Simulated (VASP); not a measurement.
Calculation: MS2 meta-GGA, VASP's PBE PAW potentials (set 64) (plane waves; VASP 6.6.1).

VASP input:

File KPOINTS:
```
Automatic mesh
0
gamma
  7 7 7
```

### INCAR
```
ALGO  =  Normal
EDIFF  =  1E-7
ENCUT  =  520
ISIF  =  2
ISMEAR  =  0
LASPH  =  .TRUE.
LCHARG  =  .FALSE.
LMAXMIX  =  4
LMIXTAU  =  .TRUE.
LREAL  =  .FALSE.
LWAVE  =  .FALSE.
METAGGA  =  MS2
NELM  =  100
PREC  =  Accurate
SIGMA  =  0.05
SYSTEM  =  PbTe
```

File POSCAR:
```
PbTe
1
    0.0000000000     3.2256904072     3.2256904072
    3.2256904072     0.0000000000     3.2256904072
    3.2256904072     3.2256904072     0.0000000000
Te Pb
1 1
Direct
  0.5000000000   0.5000000000   0.5000000000
  0.0000000000   0.0000000000   0.0000000000
```

POTCAR, in this order: Te Pb_d (PBE.64 set). Program: vasp_std.

Q: Estimate the energy per atom (σ→0).

A: 
- energy per atom (σ→0) = 8.309 eV/atom

### OSZICAR
```
...
DAV:  16     0.166173807638E+02    0.14522E-04   -0.20052E-04   632   0.261E-01    0.596E-03
DAV:  17     0.166173742380E+02   -0.65258E-05   -0.87987E-06   716   0.313E-02    0.345E-03
DAV:  18     0.166173735908E+02   -0.64721E-06   -0.26437E-07   604   0.570E-03    0.292E-03
DAV:  19     0.166173745877E+02    0.99697E-06   -0.86042E-07   656   0.179E-02    0.134E-03
DAV:  20     0.166173752716E+02    0.68391E-06   -0.41958E-07   540   0.108E-02    0.644E-04
DAV:  21     0.166173755027E+02    0.23110E-06   -0.84633E-08   384   0.362E-03    0.277E-04
DAV:  22     0.166173755158E+02    0.13016E-07   -0.17786E-08   298   0.150E-03
   1 F= 0.16617376E+02 E0= 0.16617376E+02  d E =-.187137E-15
```

The compound is PbTe in the rock salt structure. It was relaxed first.
